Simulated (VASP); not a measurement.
Method: revTPSS meta-GGA, VASP's PBE PAW potentials (set 64) (plane waves; VASP).

A VASP calculation is set up with these files.

### INCAR
```
# general
SYSTEM  = CsSnI3
PREC    = Accurate
ENCUT   = 520   # plane-wave cut-off (eV)
LREAL   = .FALSE.   # projection in real space or not
LASPH   = .TRUE.

# electronic loop
EDIFF   = 1E-6   # SCF stop (eV)
NELM    = 100
ALGO    = Normal   # blocked Davidson
LMAXMIX = 4   # l cut-off of mixed one-centre charges
LMIXTAU = .TRUE.

# smearing
ISMEAR  = 0   # Gaussian
SIGMA   = 0.05

# functional
METAGGA = RTPSS

# ions
IBRION  = 2
NSW     = 60   # most ionic steps
ISIF    = 3   # ions, shape and volume
EDIFFG  = -0.02

# output
LWAVE   = .FALSE.
LCHARG  = .FALSE.
```

POSCAR:
```
CsSnI3
1
    6.0888277484     0.0000000000    -0.0000000000
    0.0000000000     6.0888277484     0.0000000000
   -0.0000000000     0.0000000000     6.0888277484
Cs Sn I
1 1 3
Direct
  0.0000000000   0.0000000000   0.0000000000
  0.5000000000   0.5000000000   0.5000000000
  0.5000000000   0.0000000000   0.5000000000
  0.0000000000   0.5000000000   0.5000000000
  0.5000000000   0.5000000000   0.0000000000
```

### KPOINTS
```
Automatic mesh
0
Gamma
4 4 4
0 0 0
```

POTCAR, in this order: Cs_sv Sn_d I (PBE.64 set). Program: vasp_std.

The run wrote:

### OUTCAR
```
 ion  position               nearest neighbor table
   1  0.000  0.000  0.000-
   2  0.500  0.500  0.500-   3 3.04   4 3.04   5 3.04   5 3.04   3 3.04   4 3.04
   3  0.500  0.000  0.500-   2 3.04   2 3.04
   4  0.000  0.500  0.500-   2 3.04   2 3.04
   5  0.500  0.500  0.000-   2 3.04   2 3.04
  LATTYP: Found a simple cubic cell.
 ALAT       =     6.0888277484
 Subroutine PRICEL returns:
 Original cell was already a primitive cell.
 Subroutine GETGRP returns: Found 48 space group operations
The static configuration has the point symmetry O_h .
The dynamic configuration has the point symmetry O_h .
 Subroutine INISYM returns: Found 48 space group operations
 Subroutine IBZKPT returns following result:
 Found     10 irreducible k-points:

 Following reciprocal coordinates:
            Coordinates               Weight
  0.000000  0.000000  0.000000      1.000000
  0.250000  0.000000  0.000000      6.000000
  0.500000  0.000000  0.000000      3.000000
  0.250000  0.250000  0.000000     12.000000
  0.500000  0.250000  0.000000     12.000000
  0.500000  0.500000  0.000000      3.000000
...
```

**OSZICAR**
```
       N       E                     dE             d eps       ncg     rms          rms(c)
DAV:   1     0.464007248747E+03    0.46401E+03   -0.18579E+04   520   0.158E+03
DAV:   2     0.130316216796E+03   -0.33369E+03   -0.32608E+03   616   0.341E+02
DAV:   3     0.821872135462E+02   -0.48129E+02   -0.47746E+02   644   0.141E+02
DAV:   4     0.800810972407E+02   -0.21061E+01   -0.21024E+01   622   0.332E+01
DAV:   5     0.800280251312E+02   -0.53072E-01   -0.53056E-01   844   0.524E+00    0.699E+00
DAV:   6     0.830807792596E+02    0.30528E+01   -0.12376E+01   604   0.435E+01    0.323E+00
DAV:   7     0.858182284494E+02    0.27374E+01   -0.33279E+00   542   0.146E+01    0.142E+00
DAV:   8     0.858680226453E+02    0.49794E-01   -0.46661E-01   580   0.756E+00    0.149E+00
DAV:   9     0.857730005161E+02   -0.95022E-01   -0.54105E-01   616   0.567E+00    0.793E-01
DAV:  10     0.857682461949E+02   -0.47543E-02   -0.61972E-02   618   0.231E+00    0.649E-01
DAV:  11     0.857615144193E+02   -0.67318E-02   -0.10885E-02   584   0.109E+00    0.455E-01
DAV:  12     0.857629664205E+02    0.14520E-02   -0.17111E-02   548   0.878E-01    0.985E-02
DAV:  13     0.857617563367E+02   -0.12101E-02   -0.25376E-03   636   0.330E-01    0.106E-01
DAV:  14     0.857617016167E+02   -0.54720E-04   -0.83777E-05   658   0.696E-02    0.108E-01
DAV:  15     0.857615979274E+02   -0.10369E-03   -0.74270E-04   538   0.262E-01    0.112E-01
DAV:  16     0.857615546185E+02   -0.43309E-04   -0.90918E-05   606   0.101E-01    0.956E-02
DAV:  17     0.857615427167E+02   -0.11902E-04   -0.20003E-05   570   0.391E-02    0.566E-02
DAV:  18     0.857615291906E+02   -0.13526E-04   -0.38629E-05   564   0.719E-02    0.728E-03
DAV:  19     0.857615235840E+02   -0.56065E-05   -0.75534E-06   548   0.281E-02    0.375E-03
DAV:  20     0.857615242455E+02    0.66150E-06   -0.27789E-06   500   0.130E-02
   1 F= 0.85761524E+02 E0= 0.85761755E+02  d E =0.857615E+02
       N       E                     dE             d eps       ncg     rms          rms(c)
DAV:   1     0.847689381557E+02   -0.99259E+00   -0.23167E+01   612   0.464E+01    0.531E+00
DAV:   2     0.855459154611E+02    0.77698E+00   -0.16245E+00   624   0.121E+01    0.223E+00
DAV:   3     0.856943376412E+02    0.14842E+00   -0.40364E-01   556   0.491E+00    0.899E-01
DAV:   4     0.856896036141E+02   -0.47340E-02   -0.84507E-02   532   0.258E+00    0.710E-01
DAV:   5     0.856979192123E+02    0.83156E-02   -0.46333E-02   530   0.219E+00    0.547E-01
DAV:   6     0.856900629192E+02   -0.78563E-02   -0.31963E-02   530   0.178E+00    0.589E-02
DAV:   7     0.856896591048E+02   -0.40381E-03   -0.14979E-03   552   0.293E-01    0.557E-02
DAV:   8     0.856895744941E+02   -0.84611E-04   -0.46921E-04   542   0.186E-01    0.357E-02
DAV:   9     0.856894517690E+02   -0.12273E-03   -0.40560E-04   568   0.199E-01    0.141E-02
DAV:  10     0.856894309394E+02   -0.20830E-04   -0.33077E-05   534   0.525E-02    0.452E-03
DAV:  11     0.856894195941E+02   -0.11345E-04   -0.19922E-05   530   0.453E-02    0.198E-03
DAV:  12     0.856894166460E+02   -0.29481E-05   -0.51657E-06   560   0.232E-02    0.218E-03
DAV:  13     0.856894169667E+02    0.32074E-06   -0.62363E-07   388   0.634E-03
   2 F= 0.85689417E+02 E0= 0.85689417E+02  d E =-.721073E-01
       N       E                     dE             d eps       ncg     rms          rms(c)
DAV:   1     0.855889362914E+02   -0.10048E+00   -0.23311E+00   610   0.140E+01    0.173E+00
DAV:   2     0.856709635337E+02    0.82027E-01   -0.17630E-01   630   0.400E+00    0.700E-01
DAV:   3     0.856853324002E+02    0.14369E-01   -0.39352E-02   538   0.150E+00    0.298E-01
DAV:   4     0.856851393581E+02   -0.19304E-03   -0.91746E-03   534   0.861E-01    0.222E-01
DAV:   5     0.856858539059E+02    0.71455E-03   -0.51757E-03   530   0.728E-01    0.172E-01
DAV:   6     0.856852914714E+02   -0.56243E-03   -0.34943E-03   530   0.593E-01    0.175E-02
DAV:   7     0.856852382621E+02   -0.53209E-04   -0.18003E-04   560   0.949E-02    0.179E-02
DAV:   8     0.856852265997E+02   -0.11662E-04   -0.49199E-05   524   0.597E-02    0.112E-02
DAV:   9     0.856852152445E+02   -0.11355E-04   -0.25997E-05   560   0.497E-02    0.522E-03
DAV:  10     0.856852112065E+02   -0.40380E-05   -0.29332E-06   454   0.160E-02    0.129E-03
DAV:  11     0.856852098508E+02   -0.13557E-05   -0.21939E-06   454   0.147E-02    0.636E-04
DAV:  12     0.856852094097E+02   -0.44108E-06   -0.58506E-07   304   0.758E-03
   3 F= 0.85685209E+02 E0= 0.85685209E+02  d E =-.763148E-01
```

OUTCAR:
```
------------------------ aborting loop because EDIFF is reached ----------------------------------------
  FORCE on cell =-STRESS in cart. coord.  units (eV):
  Direction    XX          YY          ZZ          XY          YZ          ZX
  --------------------------------------------------------------------------------------
  Total       -0.0009788     -0.0009788     -0.0009788     -0.0000000      0.0000000     -0.0000000
  in kB       -0.0064327     -0.0064327     -0.0064327     -0.0000000      0.0000000     -0.0000000
  external PRESSURE =      -0.0064327 kB  Pullay stress =       0.0000000 kB
  volume of cell :      243.79
      direct lattice vectors                 reciprocal lattice vectors
     6.247026489 -0.000000000  0.000000000     0.160076158  0.000000000  0.000000000
    -0.000000000  6.247026489 -0.000000000     0.000000000  0.160076158  0.000000000
    -0.000000000 -0.000000000  6.247026489    -0.000000000  0.000000000  0.160076158
 POSITION                                       TOTAL-FORCE (eV/Angst)
 -----------------------------------------------------------------------------------
      0.00000      0.00000      0.00000        -0.000000     -0.000000      0.000000
      3.12351      3.12351      3.12351         0.000000     -0.000000      0.000000
      3.12351     -0.00000      3.12351         0.000000      0.000000      0.000000
     -0.00000      3.12351      3.12351         0.000000      0.000000      0.000000
      3.12351      3.12351      0.00000         0.000000      0.000000      0.000000
 -----------------------------------------------------------------------------------
    total drift:                                0.000000      0.000000     -0.000000
  FREE ENERGIE OF THE ION-ELECTRON SYSTEM (eV)
  ---------------------------------------------------
  free  energy   TOTEN  =        85.6852094097 eV

  energy  without entropy=       85.6852094097  energy(sigma->0) =       85.68520941

 reached required accuracy - stopping structural energy minimisation
```
(Selected blocks of OUTCAR.)

File CONTCAR:
```
CsSnI3
   1.00000000000000
     6.2470264885997899   -0.0000000000000000    0.0000000000000000
    -0.0000000000000000    6.2470264885997899   -0.0000000000000000
    -0.0000000000000000   -0.0000000000000000    6.2470264885997899
  Cs              Sn              I
     1     1     3
Direct
     0.0000000000000000    0.0000000000000000    0.0000000000000000
     0.5000000000000000    0.5000000000000000    0.5000000000000000
     0.5000000000000000    0.0000000000000000    0.5000000000000000
     0.0000000000000000    0.5000000000000000    0.5000000000000000
     0.5000000000000000    0.5000000000000000    0.0000000000000000
```

Energy and stress use the plane-wave basis of the starting cell.

The compound is CsSnI3 in the cubic perovskite structure, the ideal cubic form; the compound distorts at low or room temperature. This run relaxes it. Symmetry was kept, so distortions that lower it aren't found. The start is the result of an earlier pass.
